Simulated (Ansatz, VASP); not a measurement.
# Cross-check of N between VASP and Ansatz, part 2 of 2

Aim: how closely do two programs agree when they are given the same cell, functional and k mesh? The cell is taken from a series of runs on this material, whose earlier steps may have relaxed, scaled, displaced or heated it; both programs get it as it stands.

VASP 6.6.1 and Ansatz 0.2.0.

So far: Set-up; Ansatz: zone-centre phonons, LDA.

**3. VASP: zone-centre phonons, LDA**

Level of this step: LDA; plane waves and PAW (N) (VASP).

The same cell, functional (in two slightly different forms), mesh and smearing now go to VASP, with its own data sets.

Lines of VASP's logs that name or quote its potential files are left out, and so is its time.

Input file INCAR:

```
SYSTEM = N
PREC = Accurate
ENCUT = 600
EDIFF = 1E-08
NELM = 120
ISMEAR = -1
SIGMA = 0.1
LREAL = .FALSE.
ALGO = Normal
GGA = PW92
NELECT = 20.16
NBANDS = 16
LORBIT = 11
LWAVE = .FALSE.
LCHARG = .FALSE.
ISIF = 2
IBRION = 8
LASPH = .TRUE.
GGA_COMPAT = .FALSE.
KPAR = 2
```

Input file POSCAR:

```
N
1.0
    3.7149697150      0.0000000000      0.0000000000
    0.0000000000      3.7149697150      0.0000000000
    0.0000000000      0.0000000000      4.9598631909
N
4
Direct
    0.8959258176      0.8959258176      0.0000000000
    0.6040741824      0.3959258176      0.5000000000
    0.1040741824      0.1040741824      0.0000000000
    0.3959258176      0.6040741824      0.5000000000
```

Input file KPOINTS:

```
Automatic mesh
0
Gamma
10 10 8
0 0 0
```

The projector-augmented-wave data sets are N (LDA family, release 64).

Launch:

```sh
> mpirun -np 2 vasp_std
```

Numbers of over 12 decimals in the logs are rounded to 6 here.

Log:

```text
[banner, memory and clock lines left out]
running    2 mpi-ranks, on    1 nodes
 distrk:  each k-point on    1 cores,    2 groups
 distr:  one band on    1 cores,    1 groups

 POSCAR found type information on POSCAR N
 POSCAR found :  1 types and       4 ions
|                                                                             |
|               ----> ADVICE to this user running VASP <----                  |
|                                                                             |
|     You enforced a specific xc type in the INCAR file but a different       |
|     [... a line on the potential file left out ...]
|     I HOPE YOU KNOW WHAT YOU ARE DOING!                                     |
|                                                                             |

 LDA part: xc-table for (Slater(with rela. corr.)+PW92), standard interpolation
 POSCAR, INCAR and KPOINTS ok, starting setup
 FFT: planning ... GRIDC
 FFT: planning ... GRID_SOFT
 FFT: planning ... GRID
 WAVECAR not read
 entering main loop
       N       E                     dE             d eps       ncg     rms          rms(c)
DAV:   1     0.905187953921E+02    0.90519E+02   -0.10226E+04  3360   0.121E+03
DAV:   2    -0.318873542509E+02   -0.12241E+03   -0.11856E+03  4680   0.237E+02
DAV:   3    -0.371892762585E+02   -0.53019E+01   -0.52760E+01  3696   0.558E+01
DAV:   4    -0.372218295006E+02   -0.32553E-01   -0.32525E-01  4032   0.509E+00
DAV:   5    -0.372221225900E+02   -0.29309E-03   -0.29309E-03  3752   0.442E-01BRMIX: very serious problems
 the old and the new charge density differ
 old charge density:    20.00000 new   20.16000
BRMIX: very serious problems
 the old and the new charge density differ
 old charge density:    20.00000 new   20.16000
    0.114E+01
DAV:   6    -0.354727653369E+02    0.17494E+01   -0.25007E+00  3360   0.114E+01    0.636E+00
DAV:   7    -0.351189036444E+02    0.35386E+00   -0.10859E+00  4112   0.786E+00    0.194E+00
DAV:   8    -0.351048711757E+02    0.14032E-01   -0.61713E-02  3392   0.181E+00    0.234E-01
DAV:   9    -0.351048041866E+02    0.66989E-04   -0.14811E-03  3640   0.299E-01    0.128E-01
DAV:  10    -0.351048399548E+02   -0.35768E-04   -0.12137E-04  3752   0.872E-02    0.289E-02
DAV:  11    -0.351048364470E+02    0.35077E-05   -0.51771E-06  3736   0.225E-02    0.439E-03
DAV:  12    -0.351048366027E+02   -0.15563E-06   -0.15167E-06  3944   0.933E-03    0.356E-03
DAV:  13    -0.351048366018E+02    0.85879E-09   -0.17368E-07  3592   0.353E-03    0.124E-03
DAV:  14    -0.351048366033E+02   -0.14638E-08   -0.80932E-09  2648   0.777E-04
   1 F= -.35104837E+02 E0= -.35095398E+02  d E =-.188773E-01
 Linear response reoptimize wavefunctions to high precision
DAV:   1    -0.351048366033E+02   -0.22055E-10   -0.15763E-09  2776   0.327E-04
DAV:   2    -0.351048366033E+02   -0.47748E-11   -0.11349E-10  1680   0.973E-05
 Linear response DOF=           2
 Linear response progress:
  Degree of freedom:   1/  2
       N       E                     dE             d eps       ncg     rms          rms(c)
RMM:   1    -0.298436961067E+00   -0.29844E+00   -0.31000E-01 19777   0.375E+00
RMM:   2    -0.231683366901E+00    0.66754E-01   -0.85546E-03 12898   0.788E-01    0.425E-01
RMM:   3    -0.229985675669E+00    0.16977E-02    0.24314E-03 13194   0.388E-01    0.222E-01
RMM:   4    -0.231113774165E+00   -0.11281E-02    0.92475E-04 13158   0.220E-01    0.763E-02
RMM:   5    -0.231617224503E+00   -0.50345E-03   -0.24540E-05 13818   0.492E-02    0.308E-02
RMM:   6    -0.231686283179E+00   -0.69059E-04   -0.79752E-05 13630   0.195E-02    0.829E-03
RMM:   7    -0.231678491115E+00    0.77921E-05   -0.32537E-05 13901   0.677E-03    0.222E-03
RMM:   8    -0.231667281528E+00    0.11210E-04   -0.12741E-05 13779   0.209E-03    0.396E-04
RMM:   9    -0.231666953809E+00    0.32772E-06    0.68699E-07 14294   0.371E-04    0.137E-04
RMM:  10    -0.231668176196E+00   -0.12224E-05   -0.50406E-07 13836   0.187E-04    0.416E-05
RMM:  11    -0.231668008502E+00    0.16769E-06    0.52974E-07 14477   0.532E-05    0.104E-05
RMM:  12    -0.231668018026E+00   -0.95249E-08    0.70161E-09 14325   0.124E-05    0.505E-06
 first order change of Fermi-energy   0.34920E+01
 force on displaced ion       1 direction 1 : -79.212 -79.898   0.000
 Linear response progress:
  Degree of freedom:   2/  2
       N       E                     dE             d eps       ncg     rms          rms(c)
RMM:   1    -0.222996627898E+00   -0.22300E+00    0.64208E-02 13767   0.300E+00
RMM:   2    -0.224205460027E+00   -0.12088E-02   -0.28112E-03 11126   0.415E-01    0.305E-01
RMM:   3    -0.224702719406E+00   -0.49726E-03   -0.47732E-04 10108   0.152E-01    0.157E-01
RMM:   4    -0.225759898184E+00   -0.10572E-02   -0.30249E-04 10951   0.123E-01    0.276E-02
RMM:   5    -0.225587907740E+00    0.17199E-03   -0.92586E-06 11795   0.199E-02    0.354E-03
RMM:   6    -0.225579936571E+00    0.79712E-05   -0.23265E-07 12441   0.317E-03    0.931E-04
RMM:   7    -0.225573313405E+00    0.66232E-05   -0.16958E-08 12027   0.640E-04    0.299E-04
RMM:   8    -0.225573671584E+00   -0.35818E-06   -0.12229E-10 12130   0.245E-04    0.443E-05
RMM:   9    -0.225573584782E+00    0.86802E-07   -0.20700E-10 12429   0.536E-05    0.158E-05
RMM:  10    -0.225573671779E+00   -0.86997E-07    0.88942E-11 12598   0.164E-05    0.598E-06
RMM:  11    -0.225573709150E+00   -0.37371E-07   -0.11588E-10 12450   0.593E-06    0.225E-06
RMM:  12    -0.225573714280E+00   -0.51297E-08    0.51830E-12 10589   0.290E-06    0.557E-07
 first order change of Fermi-energy   0.25451E-05
 force on displaced ion       1 direction 3 :   0.006   0.006   1.736
 Linear response finished
```

Parts of OUTCAR (step 3):

```text
NELECT = 20.16

 ion  position               nearest neighbor table
   1  0.896  0.896  0.000-   3 1.09
   2  0.604  0.396  0.500-   4 1.09
   3  0.104  0.104  0.000-   1 1.09
   4  0.396  0.604  0.500-   2 1.09

  LATTYP: Found a simple tetragonal cell.
 ALAT       =     3.7149697150
 C/A-ratio  =     1.3351019178

 Subroutine GETGRP returns: Found 16 space group operations
 (whereof  8 operations were pure point group operations)

The static configuration has the point symmetry D_2h.
 The point group associated with its full space group is D_4h.

 Found    105 irreducible k-points:

   k-points           NKPTS =    105   k-points in BZ     NKDIM =    105   number of bands    NBANDS=     16

   dimension x,y,z NGX =    30 NGY =   30 NGZ =   40
   dimension x,y,z NGXF=    60 NGYF=   60 NGZF=   80

   ENCUT  =  600.0 eV  44.10 Ry    6.64 a.u.   7.42  7.42  9.91*2*pi/ulx,y,z

 k-points in reciprocal lattice and weights: Automatic mesh
   0.00000000  0.00000000  0.00000000       0.001
   0.10000000  0.00000000  0.00000000       0.005
   0.20000000  0.00000000  0.00000000       0.005
   0.30000000  0.00000000  0.00000000       0.005
   0.40000000  0.00000000  0.00000000       0.005
   0.50000000  0.00000000  0.00000000       0.003
   0.10000000  0.10000000  0.00000000       0.005
   0.20000000  0.10000000  0.00000000       0.010
   0.30000000  0.10000000  0.00000000       0.010
[...]
0.50000000  0.40000000  0.50000000       0.005
   0.50000000  0.50000000  0.50000000       0.001

 average (electrostatic) potential at core
       1 -71.3871       2 -71.3871       3 -71.3871       4 -71.3871

  Total        2.8990762      2.8990762      0.3708826      0.0000000      0.0000000      0.0000000
  in kB       67.8562668     67.8562668      8.6809408      0.0000000      0.0000000      0.0000000
  external PRESSURE =      48.1311582 kB  Pullay stress =       0.0000000 kB

  energy-cutoff  :      600.00
  volume of cell :       68.45
      direct lattice vectors                 reciprocal lattice vectors
     3.714969715  0.000000000  0.000000000     0.269181198  0.000000000  0.000000000
     0.000000000  3.714969715  0.000000000     0.000000000  0.269181198  0.000000000
     0.000000000  0.000000000  4.959863191     0.000000000  0.000000000  0.201618464

 POSITION                                       TOTAL-FORCE (eV/Angst)
 -----------------------------------------------------------------------------------
      3.32834      3.32834      0.00000        -1.597054     -1.597054      0.000000
      2.24412      1.47085      2.47993         1.597054     -1.597054      0.000000
      0.38663      0.38663      0.00000         1.597054      1.597054     -0.000000
      1.47085      2.24412      2.47993        -1.597054      1.597054     -0.000000
 -----------------------------------------------------------------------------------
    total drift:                                0.000000      0.000000     -0.000000

 Eigenvectors and eigenvalues of the dynamical matrix
 ----------------------------------------------------

   1 f  =   75.901731 THz   476.904642 2PiTHz 2531.809226 cm-1   313.904196 meV
             X         Y         Z           dx          dy          dz
      3.328337  3.328337  0.000000     0.353553    0.353553    0.000000
      2.244117  1.470852  2.479932    -0.353553    0.353553   -0.000000
      0.386632  0.386632  0.000000    -0.353553   -0.353553   -0.000000
      1.470852  2.244117  2.479932     0.353553   -0.353553   -0.000000

   2 f  =   73.100516 THz   459.304086 2PiTHz 2438.370737 cm-1   302.319305 meV
             X         Y         Z           dx          dy          dz
      3.328337  3.328337  0.000000     0.353553    0.353553   -0.000000
      2.244117  1.470852  2.479932     0.353553   -0.353553    0.000000
      0.386632  0.386632  0.000000    -0.353553   -0.353553    0.000000
      1.470852  2.244117  2.479932    -0.353553    0.353553   -0.000000

   3 f  =    2.663439 THz    16.734883 2PiTHz   88.842773 cm-1    11.015095 meV
             X         Y         Z           dx          dy          dz
      3.328337  3.328337  0.000000     0.000000   -0.000000   -0.500000
      2.244117  1.470852  2.479932    -0.000000    0.000000    0.500000
      0.386632  0.386632  0.000000     0.000000   -0.000000   -0.500000
      1.470852  2.244117  2.479932    -0.000000    0.000000    0.500000

   4 f  =    2.116653 THz    13.299324 2PiTHz   70.603949 cm-1     8.753770 meV
             X         Y         Z           dx          dy          dz
      3.328337  3.328337  0.000000     0.495132    0.112305    0.000000
      2.244117  1.470852  2.479932    -0.487224   -0.069599   -0.000000
      0.386632  0.386632  0.000000     0.495132    0.112305    0.000000
      1.470852  2.244117  2.479932    -0.487224   -0.069599   -0.000000

   5 f  =    2.116653 THz    13.299324 2PiTHz   70.603949 cm-1     8.753770 meV
             X         Y         Z           dx          dy          dz
      3.328337  3.328337  0.000000    -0.069599    0.487224   -0.000000
      2.244117  1.470852  2.479932     0.112305   -0.495132    0.000000
      0.386632  0.386632  0.000000    -0.069599    0.487224   -0.000000
      1.470852  2.244117  2.479932     0.112305   -0.495132    0.000000

   6 f  =    0.000002 THz     0.000011 2PiTHz    0.000056 cm-1     0.000007 meV
             X         Y         Z           dx          dy          dz
      3.328337  3.328337  0.000000     0.000000   -0.000000    0.500000
      2.244117  1.470852  2.479932     0.000000    0.000000    0.500000
      0.386632  0.386632  0.000000     0.000000   -0.000000    0.500000
      1.470852  2.244117  2.479932     0.000000    0.000000    0.500000

   7 f/i=    0.092016 THz     0.578156 2PiTHz    3.069339 cm-1     0.380549 meV
             X         Y         Z           dx          dy          dz
      3.328337  3.328337  0.000000     0.485562    0.076700   -0.000000
      2.244117  1.470852  2.479932     0.494082    0.119288   -0.000000
      0.386632  0.386632  0.000000     0.485562    0.076700   -0.000000
      1.470852  2.244117  2.479932     0.494082    0.119288   -0.000000

   8 f/i=    0.092016 THz     0.578156 2PiTHz    3.069339 cm-1     0.380549 meV
             X         Y         Z           dx          dy          dz
      3.328337  3.328337  0.000000    -0.119288    0.494082    0.000000
      2.244117  1.470852  2.479932    -0.076700    0.485562    0.000000
      0.386632  0.386632  0.000000    -0.119288    0.494082    0.000000
      1.470852  2.244117  2.479932    -0.076700    0.485562    0.000000

   9 f/i=    4.801991 THz    30.171800 2PiTHz  160.177180 cm-1    19.859430 meV
             X         Y         Z           dx          dy          dz
      3.328337  3.328337  0.000000     0.353553   -0.353553   -0.000000
      2.244117  1.470852  2.479932     0.353553    0.353553    0.000000
      0.386632  0.386632  0.000000    -0.353553    0.353553    0.000000
      1.470852  2.244117  2.479932    -0.353553   -0.353553    0.000000

  10 f/i=    5.373410 THz    33.762133 2PiTHz  179.237678 cm-1    22.222630 meV
             X         Y         Z           dx          dy          dz
      3.328337  3.328337  0.000000     0.353553   -0.353553   -0.000000
      2.244117  1.470852  2.479932    -0.353553   -0.353553   -0.000000
      0.386632  0.386632  0.000000    -0.353553    0.353553   -0.000000
      1.470852  2.244117  2.479932     0.353553    0.353553   -0.000000

  11 f/i=    8.010629 THz    50.332268 2PiTHz  267.205829 cm-1    33.129286 meV
             X         Y         Z           dx          dy          dz
      3.328337  3.328337  0.000000    -0.000000    0.000000   -0.707107
      2.244117  1.470852  2.479932     0.000000   -0.000000    0.000000
      0.386632  0.386632  0.000000     0.000000   -0.000000    0.707107
      1.470852  2.244117  2.479932     0.000000    0.000000   -0.000000

  12 f/i=    8.010629 THz    50.332268 2PiTHz  267.205829 cm-1    33.129286 meV
             X         Y         Z           dx          dy          dz
      3.328337  3.328337  0.000000    -0.000000    0.000000    0.000000
      2.244117  1.470852  2.479932     0.000000   -0.000000    0.707107
      0.386632  0.386632  0.000000     0.000000   -0.000000   -0.000000
      1.470852  2.244117  2.479932    -0.000000   -0.000000   -0.707107

 ELASTIC MODULI CONTR FROM IONIC RELAXATION (kBar)
 Direction    XX          YY          ZZ          XY          YZ          ZX
 --------------------------------------------------------------------------------
 XX       -2245.4876  -2245.4876     16.3935     -0.0000      0.0000      0.0000
 YY       -2245.4876  -2245.4876     16.3935     -0.0000      0.0000      0.0000
 ZZ          16.3935     16.3935     -0.1197      0.0000     -0.0000     -0.0000
 XY          -0.0000     -0.0000      0.0000  -1997.4318     -0.0000     -0.0000
 YZ           0.0000      0.0000     -0.0000     -0.0000      0.0000     -0.0000
 ZX           0.0000      0.0000     -0.0000     -0.0000      0.0000      0.0000
 --------------------------------------------------------------------------------
```

The cell is charged against a uniform background.

**4. Differences**

Known differences besides the potentials themselves: the cutoff is 420 eV in Ansatz and 600 eV in VASP; VASP's log shows a relativistic correction to its local exchange, Ansatz's none. Total energies have different zeros and are not compared.

Zone-centre modes by rising frequency (cm⁻¹; imaginary ones negative):

```
program                                                                              modes
 Ansatz      -139.7, -139.7, 0.0, 0.0, 0.0, 72.9, 72.9, 89.1, 141.3, 155.5, 2272.2, 2388.8
   VASP  -267.2, -267.2, -179.2, -160.2, -3.1, -3.1, 0.0, 70.6, 70.6, 88.8, 2438.4, 2531.8
```

The two lists differ in the order or number of single and degenerate modes, so they aren't paired one by one; the r.m.s. figure in the results sets the two lists side by side in order. The cell carries a charge of -0.16 e against a uniform background, so its pressure also hangs on how the neutralising background is counted, and in a defect's cell a gap may be the spacing between its levels.

**5. What came out**

- r.m.s. difference of the optical zone-centre modes, each program's sorted by frequency (zone-centre phonons, LDA): 152 cm⁻¹

In words: The r.m.s. difference of the optical zone-centre modes, each program's sorted by frequency is 152 cm⁻¹ (zone-centre phonons, LDA). What causes the difference of the zone-centre phonons, LDA pair stays open here. How closely two codes agree says nothing of how well the functional describes the real material.

[Lines on the potential files, build, host, timing and source positions are cut from VASP's logs without a mark.]

[Logs are printed without paths, hosts, clocks, repeated set-up lines and the standing remarks that a program may print on its own settings, such as how far it seeks lower states.]

[Hosts, paths, dates, database ids (printed as entryN), source tags and the programs' standing remarks are cut or masked in the printed files.]
